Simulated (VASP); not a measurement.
Level of theory: PBE GGA, VASP's PBE PAW potentials (set 64) (plane waves; VASP).

VASP input:

### KPOINTS
```
Automatic mesh
0
Gamma
10 10 6
0 0 0
```

**POSCAR**
```
Gd
1
    1.8513000000    -3.2065450000     0.0000000000
    1.8513000000     3.2065450000     0.0000000000
    0.0000000000     0.0000000000     5.8956000000
Gd
2
Direct
  0.3333330000   0.6666670000   0.2500000000
  0.6666670000   0.3333330000   0.7500000000
```

### INCAR
```
ALGO = Normal
EDIFF = 1E-6
ENCUT = 400
GGA = PE
ISIF = 2
ISMEAR = 1
LASPH = .TRUE.
LCHARG = .FALSE.
LMAXMIX = 6
LREAL = .FALSE.
LWAVE = .FALSE.
NELM = 100
PREC = Accurate
SIGMA = 0.1
SYSTEM = Gd
```

POTCAR, in this order: Gd_3 (PBE.64 set). Program: vasp_std.

The 4f electrons are frozen in the core of the lanthanide potential, so 4f levels, which can set the real gap, and their magnetism are missing.

**Question.** Predict the energy per atom (σ→0), pressure, band gap (on the k-mesh).

**Answer.** 
| Quantity | Value |
|---|---|
| energy per atom (σ→0) | -440.6 kJ/mol-atom |
| band gap (on the k-mesh) | none (metal, semimetal or under 0.01 eV) |
| pressure | -2.14 GPa |

### OSZICAR
```
...
DAV:   6    -0.912669679926E+01    0.21184E-02   -0.23646E-02  1606   0.121E+00    0.130E+01
DAV:   7    -0.913375507408E+01   -0.70583E-02   -0.42648E-02  1536   0.162E+00    0.206E-01
DAV:   8    -0.913340042777E+01    0.35465E-03   -0.23769E-03  1661   0.359E-01    0.537E-02
DAV:   9    -0.913341295583E+01   -0.12528E-04   -0.21094E-04  1927   0.105E-01    0.354E-02
DAV:  10    -0.913340774006E+01    0.52158E-05   -0.33406E-05  1688   0.401E-02    0.461E-02
DAV:  11    -0.913340941648E+01   -0.16764E-05   -0.60047E-06  1601   0.170E-02    0.284E-03
DAV:  12    -0.913340954208E+01   -0.12560E-06   -0.26303E-07   893   0.396E-03
   1 F= -.91334095E+01 E0= -.91337904E+01  d E =0.114260E-02
```

The compound is Gd in the hcp structure. The cell was not relaxed at this level.
